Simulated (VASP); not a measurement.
The system is In2WSe3.

```
CELL_PARAMETERS angstrom
7.51056 0.00000 0.00000
-3.75528 6.50434 0.00000
0.00000 0.00000 6.36300
ATOMIC_POSITIONS crystal
In 0.33333 0.66667 0.00000
In 0.33333 0.66667 0.50000
In 0.66667 0.33333 0.50000
In 0.66667 0.33333 0.00000
W 0.00000 0.00000 0.00000
W 0.00000 0.00000 0.50000
Se 0.72640 0.00000 0.75000
Se 0.00000 0.27360 0.25000
Se 0.27360 0.00000 0.25000
Se 0.72640 0.72640 0.25000
Se 0.27360 0.27360 0.75000
Se 0.00000 0.72640 0.75000
```

The cell was built by a generator and needn't be a form met in nature.

| Property | Result |
| --- | --- |
| Program | VASP 6.6.1 |
| Task | relaxation of cell and atoms |
| Functional | PBE |
| Potentials or basis | VASP PAW PBE potentials, release 64 (In_d, W_sv, Se) |
| Cutoff | 520 eV |
| k mesh | 6 × 6 × 6 |
| Occupations | gaussian, width 0.1 eV |
| Spin | no spin polarisation |

At the start: pressure -0.4 GPa; volume 25.90 Å³/atom.

Where does the relaxation end?

Over 24 steps the energy falls by 18.0 meV/atom and the volume is 25.95 Å³/atom (+0.2 %); space group P6_3/mcm (No. 193, to 0.05 Å).

The path:
| step | energy change (eV) | largest force (eV/Å) | pressure (GPa) | volume (Å³) |
| --- | --- | --- | --- | --- |
| 1 | 0.0000 | 0.2612 | -0.37 | 310.84 |
| 2 | -0.0116 | 0.0409 | 0.60 | 308.17 |
| 3 | -0.0120 | 0.0777 | 0.45 | 308.60 |
| 4 | -0.0216 | 0.0470 | 0.33 | 310.66 |
| 5 | -0.0320 | 0.0314 | 0.06 | 315.96 |
| 6 | -0.0321 | 0.0353 | 0.04 | 316.22 |
| 7 | -0.0334 | 0.0052 | -0.11 | 316.74 |
| 8 | -0.0343 | 0.0426 | -0.36 | 317.64 |
| 9 | -0.0345 | 0.0430 | -0.37 | 317.64 |
| 10 | -0.0354 | 0.0443 | -0.38 | 317.65 |
| 11 | -0.0373 | 0.0457 | -0.41 | 317.67 |
| 12 | -0.0422 | 0.0457 | -0.48 | 317.69 |
| 13 | -0.0572 | 0.0404 | -0.62 | 317.70 |
| 14 | -0.1070 | 0.0422 | -0.90 | 317.62 |
| 15 | -0.1874 | 0.2384 | -1.33 | 317.00 |
| 16 | -0.1850 | 0.1760 | -1.27 | 317.18 |
| 17 | -0.1878 | 0.2065 | -1.30 | 317.10 |
| 18 | -0.1890 | 0.2165 | -1.29 | 316.95 |
| 19 | -0.1897 | 0.2305 | -1.28 | 316.74 |
| 20 | -0.1916 | 0.2221 | -1.23 | 316.54 |
| 21 | -0.1969 | 0.1961 | -1.10 | 315.94 |
| 22 | -0.2055 | 0.1434 | -0.82 | 314.74 |
| 23 | -0.2149 | 0.0359 | -0.25 | 312.36 |
| 24 | -0.2158 | 0.0100 | -0.01 | 311.39 |

Final structure:
```
In W Se
1.0
     7.85347    0.00000    0.00000
    -3.92673    6.80130    0.00000
     0.00000    0.00000    5.82967
In W Se
4 2 6
Cartesian
  0.0000 4.5342 0.0000
  0.0000 4.5342 2.9148
  3.9267 2.2671 2.9148
  3.9267 2.2671 0.0000
  0.0000 0.0000 0.0000
  0.0000 0.0000 2.9148
  1.7730 6.8013 4.3723
  -1.0769 1.8652 1.4574
  2.1537 0.0000 1.4574
  2.8499 4.9361 1.4574
  1.0769 1.8652 4.3723
  5.0036 4.9361 4.3723
```
